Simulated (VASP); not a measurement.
# VASP 6.6.1 run: NaSrCl$_{3}$

INCAR

```
GGA = PE
NBANDS = 27
NSW = 0
ISIF = 2
ISMEAR = 1
LASPH = .TRUE.
LCHARG = .FALSE.
NELM = 120
SIGMA = 0.01
LREAL = .FALSE.
EDIFF = 1E-7
IBRION = -1
PREC = Accurate
ENCUT = 350
LWAVE = .FALSE.
```

KPOINTS

```
KPOINTS created by Atomic Simulation Environment
0
Gamma
4 4 4
0 0 0
```

POSCAR

```
Na Sr Cl
 1.0000000000000000
     5.9065317510000002    0.0000000000000000    0.0000000000000000
     0.0000000000000000    5.9065317510000002    0.0000000000000000
     0.0000000000000000    0.0000000000000000    5.9065317510000002
 Na  Sr  Cl
   1   1   3
Cartesian
  0.0000000000000000  0.0000000000000000  0.0000000000000000
  2.9532658755000001  2.9532658755000001  2.9532658755000001
  2.9532658755000001  2.9532658755000001  0.0000000000000000
  2.9532658755000001  0.0000000000000000  2.9532658755000001
  0.0000000000000000  2.9532658755000001  2.9532658755000001
```

The recommended PBE PAW datasets give the neutral cell 38 valence electrons.

Command

```
mpirun -np 1 vasp_std
```

OSZICAR

```
N       E                     dE             d eps       ncg     rms          rms(c)
DAV:   1     0.248185890399E+03    0.24819E+03   -0.14025E+04   612   0.891E+02
DAV:   2     0.913437856324E+01   -0.23905E+03   -0.23050E+03   650   0.242E+02
DAV:   3    -0.187055317396E+02   -0.27840E+02   -0.27702E+02   776   0.831E+01
DAV:   4    -0.195576908063E+02   -0.85216E+00   -0.84944E+00   808   0.156E+01
DAV:   5    -0.195846908751E+02   -0.27000E-01   -0.26986E-01   824   0.172E+00    0.133E+01
DAV:   6    -0.184855748218E+02    0.10991E+01   -0.19462E+00   651   0.549E+00    0.903E+00
DAV:   7    -0.182619019538E+02    0.22367E+00   -0.87381E-01   721   0.380E+00    0.290E+00
DAV:   8    -0.182278688189E+02    0.34033E-01   -0.11214E-01   684   0.155E+00    0.595E-01
DAV:   9    -0.182242254914E+02    0.36433E-02   -0.83946E-03   709   0.450E-01    0.255E-01
DAV:  10    -0.182223670731E+02    0.18584E-02   -0.11080E-02   580   0.540E-01    0.860E-02
DAV:  11    -0.182225339496E+02   -0.16688E-03   -0.60967E-04   805   0.128E-01    0.649E-02
DAV:  12    -0.182226241775E+02   -0.90228E-04   -0.59690E-05   762   0.432E-02    0.207E-02
DAV:  13    -0.182226409371E+02   -0.16760E-04   -0.32909E-05   613   0.253E-02    0.569E-03
DAV:  14    -0.182226420554E+02   -0.11183E-05   -0.18248E-06   791   0.726E-03    0.540E-03
DAV:  15    -0.182226419582E+02    0.97195E-07   -0.68006E-07   672   0.335E-03
   1 F= -.18222642E+02 E0= -.18222642E+02  d E =0.473174E-15
```

Standard output (part)

```
POSCAR found type information on POSCAR NaSrCl
 POSCAR found :  3 types and       5 ions
 LDA part: xc-table for (Slater+PW92), standard interpolation
 POSCAR, INCAR and KPOINTS ok, starting setup
 WAVECAR not read
 entering main loop
```

From OUTCAR

```
k-points           NKPTS =     10   k-points in BZ     NKDIM =     10   number of bands    NBANDS=     27

   NELECT =      38.0000    total number of electrons

   dimension x,y,z NGX =    36 NGY =   36 NGZ =   36
   dimension x,y,z NGXF=    72 NGYF=   72 NGZF=   72

  energy-cutoff  :      350.00
  volume of cell :      206.06
      direct lattice vectors                 reciprocal lattice vectors
     5.906531751  0.000000000  0.000000000     0.169304093  0.000000000  0.000000000
     0.000000000  5.906531751  0.000000000     0.000000000  0.169304093  0.000000000
     0.000000000  0.000000000  5.906531751     0.000000000  0.000000000  0.169304093

 k-points in reciprocal lattice and weights: KPOINTS created by Atomic Simulation Env
   0.00000000  0.00000000  0.00000000       0.016
   0.25000000  0.00000000  0.00000000       0.094
   0.50000000  0.00000000  0.00000000       0.047
   0.25000000  0.25000000  0.00000000       0.188
   0.50000000  0.25000000  0.00000000       0.188
   0.50000000  0.50000000  0.00000000       0.047
   0.25000000  0.25000000  0.25000000       0.125
   0.50000000  0.25000000  0.25000000       0.188
   ...

 E-fermi :  -2.1891

 k-point     1 :       0.0000    0.0000    0.0000
  band No.  band energies     occupation
      1     -34.9937      2.00000
      2     -26.0566      2.00000
      3     -26.0566      2.00000
      4     -26.0566      2.00000
      5     -17.0177      2.00000
      6     -17.0177      2.00000
      7     -17.0177      2.00000
      8     -14.6282      2.00000
      9     -14.4824      2.00000
     10     -14.4824      2.00000
     11      -3.2305      2.00000
     12      -3.2305      2.00000
     13      -3.2305      2.00000
     14      -2.5590      2.00000
     15      -2.5590      2.00000
     16      -2.5590      2.00000
     17      -2.4797      2.00000
     18      -2.4797      2.00000
     19      -2.4797      2.00000
     20       1.2007      0.00000
     21       3.8783      0.00000
     22       3.8783      0.00000
     23       3.8783      0.00000
     24       4.8979      0.00000
     25       5.1096      0.00000
     26       5.1096      0.00000
     27       5.8340      0.00000

 k-point     2 :       0.2500    0.0000    0.0000
  band No.  band energies     occupation
      1     -34.9936      2.00000
      2     -26.0566      2.00000
      3     -26.0565      2.00000
      4     -26.0565      2.00000
      5     -17.0777      2.00000
      6     -17.0174      2.00000
      7     -17.0174      2.00000
      8     -14.5927      2.00000
      9     -14.4819      2.00000
     10     -14.4004      2.00000
     11      -3.4066      2.00000
     12      -3.1785      2.00000
     13      -3.1785      2.00000
     14      -2.7521      2.00000
     15      -2.6400      2.00000
     16      -2.6400      2.00000
     17      -2.5895      2.00000
     18      -2.5013      2.00000
     19      -2.5013      2.00000
     20       1.6098      0.00000
     21       3.9285      0.00000
     22       4.1947      0.00000
     23       4.1947      0.00000
     24       4.2180      0.00000
     25       5.2273      0.00000
     26       5.4306      0.00000
     27       6.0854      0.00000

 ...

  Total       -2.5259972     -2.5259972     -2.5259972      0.0000000      0.0000000      0.0000000
  in kB      -19.6401962    -19.6401962    -19.6401962      0.0000000      0.0000000      0.0000000
  external PRESSURE =     -19.6401962 kB  Pullay stress =       0.0000000 kB

 POSITION                                       TOTAL-FORCE (eV/Angst)
 -----------------------------------------------------------------------------------
      0.00000      0.00000      0.00000         0.000000      0.000000      0.000000
      2.95327      2.95327      2.95327         0.000000      0.000000      0.000000
      2.95327      2.95327      0.00000         0.000000      0.000000      0.000000
      2.95327      0.00000      2.95327         0.000000      0.000000      0.000000
      0.00000      2.95327      2.95327         0.000000      0.000000      0.000000
 -----------------------------------------------------------------------------------
    total drift:                                0.000000      0.000000      0.000000

  FREE ENERGIE OF THE ION-ELECTRON SYSTEM (eV)
  ---------------------------------------------------
  free  energy   TOTEN  =       -18.2226419582 eV

  energy  without entropy=      -18.2226419582  energy(sigma->0) =      -18.22264196
```

It converged. Results: gap between bands v and c on the k mesh 3.45 eV; least direct gap on the k mesh 3.68 eV; pressure -2.0 GPa. Band v is the last that the valence electrons fill when counted band by band, and c is the next.

For comparison, a separate PBE run of the intended cell, on usual settings and not on those above, gives a gap of 3.45 eV on its mesh and a pressure of -2.0 GPa.

The run above took about 23 s on one core of a shared host (Intel Xeon Platinum 8488C) and held 0.21 GiB at most.
